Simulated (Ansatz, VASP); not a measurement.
# Cross-check of Ta2W (Ta2W in the C11b ordering) between VASP and Ansatz

Wanted: the spread between two codes on one cell, functional and k mesh. The cell is generated by rule, not measured, and may not be a known phase. The cell is taken from a series of runs on this material, whose earlier steps may have relaxed, scaled, displaced or heated it; both programs get it as it stands.

Method: plane waves, with VASP 6.6.1 beside it; relaxation of cell and atoms at PBE, in Ansatz 0.2.0.

### 1. Starting point

It takes space group I4/mmm (No. 139, tetragonal). Conventional cell: a = 3.262 Å, b = 3.262 Å, c = 9.785 Å, α = 90.00°, β = 90.00°, γ = 90.00°. Nearest to W lie 8 Ta at 2.82 Å. Nearest to Ta lie 4 Ta at 2.82 Å and 4 W at 2.82 Å. Farther neighbours are not listed.

### 2. VASP: relaxation of cell and atoms, PBE, pair 1

The relaxed volume is the usual yardstick between codes: in a stiff, nearly cubic crystal its relative difference is about their pressure difference at one cell divided by the bulk modulus.

Lines of VASP's logs that name or quote its potential files are left out, and so is its time.

INCAR

```
SYSTEM = Ta2W
PREC = Accurate
ENCUT = 600
EDIFF = 1E-07
NELM = 120
ISMEAR = 0
SIGMA = 0.1
LREAL = .FALSE.
ALGO = Normal
GGA = PE
NBANDS = 20
LASPH = .TRUE.
LORBIT = 11
LWAVE = .FALSE.
LCHARG = .FALSE.
ISIF = 3
IBRION = 2
NSW = 80
EDIFFG = -0.005
GGA_COMPAT = .FALSE.
NELMIN = 4
KPAR = 2
```

POSCAR

```
Ta2W
1.0
    3.2615300000      0.0000000000      0.0000020000
    0.0000000000      3.2615300000      0.0000020000
    1.6307620000      1.6307620000      4.8922920000
W Ta
1 2
Direct
    0.0000000000      0.0000000000      0.0000000000
    0.6666667348      0.6666667348      0.6666665304
    0.3333333674      0.3333333674      0.3333332652
```

KPOINTS

```
Automatic mesh
0
Gamma
6 6 6
0 0 0
```

Potentials, in the order of the species: W and Ta_pv (PBE family, release 64).

The run is started by

```bash
$ mpirun -np 2 vasp_std
```

Numbers of over 12 decimals in the logs are rounded to 6 here.

Output:

```text
[banner, memory and clock lines left out]
running    2 mpi-ranks, on    1 nodes
 distrk:  each k-point on    1 cores,    2 groups
 distr:  one band on    1 cores,    1 groups

 POSCAR found type information on POSCAR W Ta
 POSCAR found :  2 types and       3 ions
 LDA part: xc-table for (Slater+PW92), standard interpolation
 POSCAR, INCAR and KPOINTS ok, starting setup
 FFT: planning ... GRIDC
 FFT: planning ... GRID_SOFT
 FFT: planning ... GRID
 WAVECAR not read
 entering main loop
       N       E                     dE             d eps       ncg     rms          rms(c)
DAV:   1     0.228136621852E+03    0.22814E+03   -0.16611E+04  1224   0.156E+03
DAV:   2    -0.280083869276E+02   -0.25615E+03   -0.24999E+03  1328   0.426E+02
DAV:   3    -0.382177550860E+02   -0.10209E+02   -0.96839E+01  1676   0.716E+01
DAV:   4    -0.383979733796E+02   -0.18022E+00   -0.17670E+00  1560   0.819E+00
DAV:   5    -0.384010263985E+02   -0.30530E-02   -0.30502E-02  1608   0.105E+00    0.270E+01
DAV:   6    -0.372231328656E+02    0.11779E+01   -0.16593E+00  1528   0.918E+00    0.128E+01
DAV:   7    -0.369498085343E+02    0.27332E+00   -0.21496E+00  1540   0.952E+00    0.340E+00
DAV:   8    -0.368105014970E+02    0.13931E+00   -0.71154E-01  1656   0.415E+00    0.564E-01
DAV:   9    -0.368093035615E+02    0.11979E-02   -0.25307E-02  1428   0.116E+00    0.285E-01
DAV:  10    -0.368092551106E+02    0.48451E-04   -0.10254E-03  1656   0.204E-01    0.126E-01
DAV:  11    -0.368092225784E+02    0.32532E-04   -0.32964E-04  1704   0.866E-02    0.346E-02
DAV:  12    -0.368092154830E+02    0.70954E-05   -0.30877E-05  1636   0.363E-02    0.127E-02
DAV:  13    -0.368092134915E+02    0.19914E-05   -0.34967E-06  1524   0.123E-02    0.453E-03
DAV:  14    -0.368092136569E+02   -0.16536E-06   -0.46891E-07  1600   0.409E-03    0.330E-03
DAV:  15    -0.368092137737E+02   -0.11684E-06   -0.23949E-07  1168   0.224E-03    0.317E-04
DAV:  16    -0.368092137842E+02   -0.10460E-07   -0.16057E-08   832   0.908E-04
   1 F= -.36809214E+02 E0= -.36803900E+02  d E =-.368092E+02
[...]
2 F= -.36877333E+02 E0= -.36872413E+02  d E =-.681189E-01
[...]
3 F= -.36877789E+02 E0= -.36873107E+02  d E =-.685751E-01
[...]
4 F= -.36869730E+02 E0= -.36864805E+02  d E =0.805903E-02
[...]
5 F= -.36879190E+02 E0= -.36874480E+02  d E =-.140106E-02
[...]
6 F= -.36879256E+02 E0= -.36874636E+02  d E =-.664596E-04
 trial-energy change:   -0.000066  1 .order   -0.000067   -0.000113   -0.000021
 step:   1.0343(harm=  1.0343)  dis= 0.00104  next Energy=   -36.879259 (dE=-0.692E-04)
 bond charge predicted
       N       E                     dE             d eps       ncg     rms          rms(c)
DAV:   1    -0.368792615244E+02   -0.51239E-05   -0.69446E-04  1220   0.210E-01    0.128E-02
DAV:   2    -0.368792600613E+02    0.14632E-05   -0.34412E-05  1520   0.480E-02    0.881E-03
DAV:   3    -0.368792589621E+02    0.10991E-05   -0.38506E-06  1604   0.120E-02    0.408E-03
DAV:   4    -0.368792584920E+02    0.47010E-06   -0.17588E-06  1620   0.868E-03    0.162E-03
DAV:   5    -0.368792584901E+02    0.19454E-08   -0.10132E-07   772   0.250E-03
   7 F= -.36879258E+02 E0= -.36874659E+02  d E =-.685324E-04
 curvature:  -0.52 expect dE=-0.862E-06 dE for cont linesearch -0.163E-07
 trial: gam= 0.02782 g(F)=  0.587E-06 g(S)=  0.108E-05 ort =-0.205E-05 (trialstep = 0.882E+00)
 search vector abs. value=  0.166E-05
 reached required accuracy - stopping structural energy minimisation
```

Parts of OUTCAR (step 2):

```text
ion  position               nearest neighbor table
   1  0.000  0.000  0.000-   3 2.82   3 2.82   3 2.82   3 2.82   2 2.82   2 2.82   2 2.82   2 2.82
                             2 3.26   3 3.26
   2  0.667  0.667  0.667-   3 2.82   3 2.82   3 2.82   3 2.82   1 2.82   1 2.82   1 2.82   1 2.82
                             1 3.26   3 3.26
   3  0.333  0.333  0.333-   1 2.82   2 2.82   1 2.82   1 2.82   2 2.82   2 2.82   1 2.82   2 2.82
                             2 3.26   1 3.26

  LATTYP: Found a body centered tetragonal cell.
 ALAT       =     3.2615300000
 C/A-ratio  =     2.9999969340

 Subroutine GETGRP returns: Found 16 space group operations
 (whereof 16 operations were pure point group operations)

The static configuration has the point symmetry D_4h.

 Found     30 irreducible k-points:

   k-points           NKPTS =     30   k-points in BZ     NKDIM =     30   number of bands    NBANDS=     20

   dimension x,y,z NGX =    28 NGY =   28 NGZ =   48
   dimension x,y,z NGXF=    56 NGYF=   56 NGZF=   96

   ENCUT  =  600.0 eV  44.10 Ry    6.64 a.u.   6.51  6.51 10.80*2*pi/ulx,y,z

   NELECT =      28.0000    total number of electrons

 k-points in reciprocal lattice and weights: Automatic mesh
   0.00000000  0.00000000  0.00000000       0.005
   0.16666667  0.00000000 -0.00000000       0.037
   0.33333333 -0.00000000 -0.00000000       0.037
   0.50000000  0.00000000  0.00000000       0.019
   0.16666667  0.16666667  0.00000000       0.037
   0.33333333  0.16666667 -0.00000000       0.074
   0.50000000  0.16666667  0.00000000       0.074
  -0.33333333  0.16666667  0.00000000       0.074
  -0.16666667  0.16666667  0.00000000       0.019
[...]
-0.16666667 -0.16666667  0.33333333       0.019
   0.00000000  0.00000000  0.50000000       0.005

 average (electrostatic) potential at core
       1 -38.9461       2 -36.1119       3 -36.1119

 E-fermi :   5.8426

 k-point     1 :       0.0000    0.0000    0.0000
  band No.  band energies     occupation
    ...
      7      -2.2893      2.00000
      8       2.6318      2.00000
      9       2.6976      2.00000
     10       2.8306      2.00000
     11       3.4776      2.00000
     12       6.0560      0.00255
     13       6.0560      0.00255
     14       6.1737      0.00000
     15       8.1248      0.00000
     16       8.1248      0.00000
    ...

 k-point     2 :       0.1667    0.0000   -0.0000
  band No.  band energies     occupation
    ...
      8       2.4595      2.00000
      9       2.7387      2.00000
     10       3.1638      2.00000
     11       4.0218      2.00000
     12       5.8311      1.12966
     13       6.0103      0.01772
     14       6.0134      0.01570
     15       7.0315      0.00000
     16       7.4632      0.00000
     17       7.5244      0.00000
    ...

 k-point     3 :       0.3333   -0.0000   -0.0000
  band No.  band energies     occupation
    ...
     10       3.9945      2.00000
     11       4.5437      2.00000
     12       5.3594      2.00000
     13       5.6588      1.99067
     14       5.7851      1.58366
     15       6.5104      0.00000
     16       7.3019      0.00000
     17       7.4590      0.00000
     18       8.2019      0.00000
     19       8.4265      0.00000
    ...

  Total       -0.0009994     -0.0009994     -0.0080704     -0.0000000      0.0000000      0.0000000
  in kB       -0.0306127     -0.0306127     -0.2472120     -0.0000000      0.0000001      0.0000001
  external PRESSURE =      -0.1028125 kB  Pullay stress =       0.0000000 kB

  energy-cutoff  :      600.00
  volume of cell :       52.30
      direct lattice vectors                 reciprocal lattice vectors
     3.251870970 -0.000000000  0.000001994     0.307515338  0.000000062 -0.101088277
    -0.000000000  3.251870970  0.000001994     0.000000062  0.307515338 -0.101088277
     1.625932452  1.625932452  4.946164699    -0.000000124 -0.000000124  0.202176932

 POSITION                                       TOTAL-FORCE (eV/Angst)
 -----------------------------------------------------------------------------------
      0.00000      0.00000      0.00000         0.000000      0.000000     -0.000000
      3.25187      3.25187      3.35246         0.000000      0.000000     -0.002466
      1.62593      1.62593      1.59371        -0.000000     -0.000000      0.002466
 -----------------------------------------------------------------------------------
    total drift:                               -0.000000     -0.000000      0.000300

  FREE ENERGIE OF THE ION-ELECTRON SYSTEM (eV)
  ---------------------------------------------------
  free  energy   TOTEN  =       -36.8792584901 eV

  energy  without entropy=      -36.8700595024  energy(sigma->0) =      -36.87465900

 reached required accuracy - stopping structural energy minimisation

 total charge
# of ion       s       p       d       tot
------------------------------------------
    1        0.667   0.593   4.189   5.449
    2        0.369   6.192   2.355   8.916
    3        0.369   6.192   2.355   8.916
--------------------------------------------------
tot          1.406  12.976   8.898  23.280

[... 3 further parts left out ...]
```

CONTCAR:

```
Ta2W
   1.00000000000000
     3.2518709696647261   -0.0000000000000036    0.0000019940769719
    -0.0000000000000036    3.2518709696647261    0.0000019940769719
     1.6259324517971019    1.6259324517971019    4.9461646989199712
  W               Ta
     1     2
Direct
     0.0000000000000000    0.0000000000000000    0.0000000000000000
     0.6611055710859991    0.6611055710859991    0.6777888578280089
     0.3388945311140058    0.3388945311140058    0.3222109377719883
```

The data set W keeps the semicore shell frozen, which is cheaper and a little less accurate. The run keeps the 16 symmetry operations of its start, so it cannot find a distortion of lower symmetry.

### 3. Ansatz: relaxation of cell and atoms, PBE, pair 1

Ansatz runs on its default PAW (the set named soft_2) files.

The same cell, functional, mesh and smearing now go to Ansatz, which takes its cutoff from its data sets.

input.yaml

```yaml
crystal:
  lattice:
    - [3.26153, 0.0, 0.0]
    - [0.0, 3.26153, 0.0]
    - [1.63076, 1.63076, 4.89229]
  atoms:
    - { symbol: W, position: [0.0, 0.0, 0.0] }
    - { symbol: Ta, position: [0.66666667, 0.66666667, 0.66666667] }
    - { symbol: Ta, position: [0.33333333, 0.33333333, 0.33333333] }
kpoints:
  mp_grid: { grid: [6, 6, 6] }
hamiltonian:
  xc: pbe
scf:
  occupations: { method: gaussian, width: 0.1 }
output:
  forces: true
  stress: true
  eigenvalues: true
relax:
  adjacent_minimum: "off"
  f_tol: 0.05
  max_steps: 80
  cell: { stress_tol: 0.5 }
```

The run is started by

```bash
$ ansatz run input.yaml --threads 4 --pin off --max-ram 8192MiB --backend cpu --events-out ev --progress --plain --runs-dir out
```

Output:

```text
The last accepted step is kept in <dir> (removed where the run ends without a failure and the disk answers)
Engine: ansatz 0.2.0, aarch64-unknown-linux-gnu
Pseudopotentials: kind: paw
Pseudopotential: W, paw, valence charge 14, recommended cutoff 420 eV (normal), W.paw.azcp
Pseudopotential: Ta, paw, valence charge 13, recommended cutoff 420 eV (normal), Ta.paw.azcp
Functional definition: PBE
  parameter kappa = 0.804
  parameter beta = 0.066725
  exchange = pbe_x(kappa = kappa, mu = beta*pi^2/3)
  correlation = pbe_c(beta = beta)
Crystal: 3 atoms, lattice volume = 52.042 Å³
Basis set: ecut = 420 eV, 989 PW (Γ), exchange–correlation on 48×48×80 points (8 copies of the dense FFT grid, shifted against one another)
Bands: 24, of which v1, the nominal top of the filled ones, is band 20 counted from 1 (19 counted from 0)
Symmetry: 16 space group operations
Space group: I4/mmm (ITA 139), of the structure as read, at distance tolerance 3.7e-5 Å
k-points: 30 of 216
Non-local potential: W, projectors of the file, l = 0: 3, l = 1: 2, l = 2: 2, l = 3: 1
Non-local potential: Ta, projectors of the file, l = 0: 3, l = 1: 2, l = 2: 2, l = 3: 1
PAW form: soft (Blöchl's): semilocal exchange-correlation on the pseudo side does not see the compensation charge
PAW one-centre angular grid: W, 590 points (default); XC on 64 Gauss nodes
PAW one-centre angular grid: Ta, 590 points (default); XC on 64 Gauss nodes
Initial density: superposition of atomic densities (neutral atoms: chi_scale 0, normalization atom), corrected by the library's trained network
Initial wavefunctions: pseudopotential atomic-orbital guess
Functional: x = pbe(κ = 0.804, μ = 0.219515), c = pbe(β = 0.066725)
SCF iter   1: F=—  HF=-30249.509709 eV  |F-HF|=—  |Δ(HF+E_count)|=         —  Δρ=5.84e-3  dr2=5.79e-2  ethr=1.77e-3  ⟨swp⟩=4.4  Hψ=2987  notcnv=0
preconditioner: auto → Kerker (q_TF=auto, 2.611 Å⁻¹)  [metal: Δε(μ)=0.038 eV  Ē_g=4.528 eV  σ=0.100 eV  W_gap=0.21  n_scr=12 (ndim 8)  ℏωp=20.6 eV  f_vac=0.000  D(μ)=2.08/eV (n_scr^D=12)]
SCF iter   2: F=—  HF=-30249.504378 eV  |F-HF|=—  |Δ(HF+E_count)|=   5.33e-3  Δρ=3.12e-3  dr2=1.67e-2  ethr=1.45e-4  ⟨swp⟩=1.0  Hψ=960  notcnv=0
SCF iter   3: F=—  HF=-30249.501879 eV  |F-HF|=—  |Δ(HF+E_count)|=   2.50e-3  Δρ=4.46e-4  dr2=1.79e-4  ethr=4.17e-5  ⟨swp⟩=2.0  Hψ=845  notcnv=0
SCF iter   4: F=—  HF=-30249.501816 eV  |F-HF|=—  |Δ(HF+E_count)|=   6.25e-5  Δρ=6.82e-5  dr2=2.75e-6  ethr=4.47e-7  ⟨swp⟩=2.0  Hψ=953  notcnv=0
SCF iter   5: F=—  HF=-30249.501814 eV  |F-HF|=—  |Δ(HF+E_count)|=   2.16e-6  Δρ=1.44e-5  dr2=1.09e-7  ethr=6.89e-9  ⟨swp⟩=2.0  Hψ=1041  notcnv=0
SCF iter   6: F=-30249.501814 eV  HF=-30249.501814 eV  |F-HF|=2.55e-10  |Δ(HF+E_count)|=   2.15e-9  Δρ=2.11e-6  dr2=1.07e-9  ethr=2.50e-10  ⟨swp⟩=5.4  Hψ=2756  notcnv=0
SCF 1 converged in 6 iterations: F = -30249.501814 eV  dr2 = 1.07e-9
  greatest PAW one-centre occupation: 1.000 electrons in one spin orbital (limit 2), on the W atom at site 0 (counted from 0), in its partial waves of l = 0
relax step   1: F+E_penalty+E_count = -30249.50181432 eV  Δ(F+E_penalty+E_count) = +0.000e0 eV  max|allowed force component| = 1.150e0 eV/Å  Δτ_max = 0.0000 Å  P = +1.342 GPa  Ω = 52.042 Å³  (6 SCF iters, dr2 threshold 1.00e-7 eV, accepted)
[...]
relax step   4: F+E_penalty+E_count = -30249.56548512 eV  Δ(F+E_penalty+E_count) = -5.535e-3 eV  max|allowed force component| = 6.317e-2 eV/Å  Δτ_max = 0.0052 Å  P = -0.052 GPa  Ω = 52.439 Å³  energy of the carried Pulay correction = -1.521e-4 eV  (5 SCF iters, dr2 threshold 3.00e-7 eV, accepted)
[...]
relax step   5: F+E_penalty+E_count = -30249.56690410 eV  Δ(F+E_penalty+E_count) = -1.419e-3 eV  max|allowed force component| = 3.272e-2 eV/Å  Δτ_max = 0.0030 Å  P = +0.902 GPa  Ω = 52.228 Å³  energy of the carried Pulay correction = -7.132e-5 eV  (5 SCF iters, dr2 threshold 3.00e-7 eV, accepted)
[...]
relax step   6: F+E_penalty+E_count = -30249.56745667 eV  Δ(F+E_penalty+E_count) = -5.526e-4 eV  max|allowed force component| = 4.046e-3 eV/Å  Δτ_max = 0.0009 Å  P = -0.060 GPa  Ω = 52.437 Å³  energy of the carried Pulay correction = -1.513e-4 eV  (4 SCF iters, dr2 threshold 3.00e-7 eV, accepted)
[...]
relax step   7: F+E_penalty+E_count = -30249.56763538 eV  Δ(F+E_penalty+E_count) = -1.787e-4 eV  max|allowed force component| = 3.918e-3 eV/Å  Δτ_max = 0.0000 Å  P = -0.058 GPa  Ω = 52.437 Å³  stress off target by 7.06e-2 GPa  SCF on the basis re-selected at this cell (its energy is not comparable with the rows above)  (3 SCF iters)
basis re-selected at this cell: Δ(F+E_penalty+E_count) = -1.787e-4 eV, ΔP = +0.002 GPa vs the last step (what re-selecting the basis moved, of the pressure what is left beyond the Pulay correction that the steps carried, after the strain that the cell walked since its last selection, with what the two solves' SCF thresholds leave and, on support functions, any second-order correction that the steps lacked; it is no m [...]
SCF converged after 3 iterations
Free energy (F): -30249.567635 eV
Harris-Foulkes:  -30249.567635 eV  (|F-HF|=2.24e-9)
Internal energy: -30249.558767 eV  (E = F + TS)
E sigma→0 (E₀):  -30249.563201 eV
Entropy (-TS):   -0.008869 eV (-2.956 meV/atom)
Fermi energy:    19.339261 eV
--- Per-component energies (eV) ---
  E_band       = -303.311101
  E_kinetic    = 1180.789938
  E_local      = -1743.969564  (includes V_loc(G=0)·N_el)
  E_nonlocal   = 30.535702
  E_hartree    = 613.477880
  E_xc         = -703.545115
  E_vxc        = -646.495579  (∫ρ·V_xc dr)
  E_paw        = -25355.879823  (= ΣΔE_a)
  E_vpaw       = -351.128086  (= ΣTr[D̂ρ^β])
  E_aug_tail   = 0.000227  (compensation charges beyond the density's cutoff)
  E_ewald      = -4270.968012
  E_smearing   = -0.008869  (= −TS)
  E_closure    = 0.000000  (closes the sum)
  Σ components = -30249.567635   (vs F -30249.567635, Δ=0.00e0)
--- Forces (eV/Å), atoms counted from 1 ---
  atom   1  W     -0.00000000     0.00000000     0.00000000
  atom   2  Ta     0.00000000     0.00000000    -0.00391786
  atom   3  Ta    -0.00000000    -0.00000000     0.00391786
  max |Σ_I F_I| component: 8.67e-19 eV/Å
--- Stress (GPa, compression-positive) ---
       -0.051423      -0.000000       0.000000
       -0.000000      -0.051423       0.000000
        0.000000       0.000000      -0.070574
  P = ⅓ Tr σ = -0.0578 GPa (-0.578 kbar)
--- Band table (eV; the first three rows and the last of 30) ---
  k-point 0: bands = [... 16 lower, 16.9671, 19.5567, 19.5567, 19.6768, 21.6152, 21.6152, 21.9515, 21.9515]
  k-point 1: bands = [... 16 lower, 17.6197, 19.5272, 19.5272, 19.7833, 20.7963, 20.7963, 22.4784, 22.8946]
  k-point 2: bands = [... 16 lower, 18.7589, 19.4773, 19.4773, 20.0637, 20.1940, 20.1940, 21.3990, 22.0341]
  k-point 29: bands = [... 16 lower, 17.6618, 17.6798, 18.1597, 19.7580, 20.5794, 22.6887, 23.0502, 23.4457]
--- Relaxed structure (6 steps of the walk, 5 accepted, 1 SCFs on fresh bases) ---
  F+E_penalty+E_count = -30249.56763538 eV   max|allowed force component| = 3.918e-3 eV/Å   (the final SCF, on the basis selected at the relaxed cell)
  cell:  # Å, volume = 52.4370 Å³
    - [3.254748, -4.2495503826896556e-13, 1.6632026278505019e-6]
    - [-4.2495503818390813e-13, 3.254748, 1.663202627852645e-6]
    - [1.627371, 1.627371, 4.949982]
  atoms:
    - { symbol: W, position: [0, 0, 0] }
    - { symbol: Ta, position: [0.661303, 0.661303, 0.677395] }
    - { symbol: Ta, position: [0.338697, 0.338697, 0.322605] }
```

The column dr2 measures how far the density is from self-consistency, as an energy; F and HF (Harris–Foulkes) agree once it is small.

### 4. Comparison

Known differences besides the potentials themselves: the data sets hold 40 valence electrons in Ansatz (on its default PAW (the set named soft_2) files) and 28 in VASP; the cutoff is 420 eV in Ansatz and 600 eV in VASP; Ansatz adds a Pulay correction to the stress that steers its cell, VASP none. Total energies have different zeros and are not compared.

Compared:

| quantity | Ansatz | VASP | difference |
| --- | --- | --- | --- |
| volume (Å³) | 52.44 | 52.30 | +0.25 % |
| edge a after relaxation, in the typed setting (Å) | 3.255 | 3.252 | +0.09 % |
| edge c after relaxation, in the typed setting (Å) | 5.459 | 5.455 | +0.08 % |

(Part 1 of 2 ends here.)

[Lines on the potential files, build, host, timing and source positions are cut from VASP's logs without a mark.]

[Logs are printed without paths, hosts, clocks, repeated set-up lines and the standing remarks that a program may print on its own settings, such as how far it seeks lower states.]

[Hosts, paths, dates, database ids (printed as entryN), source tags and the programs' standing remarks are cut or masked in the printed files.]
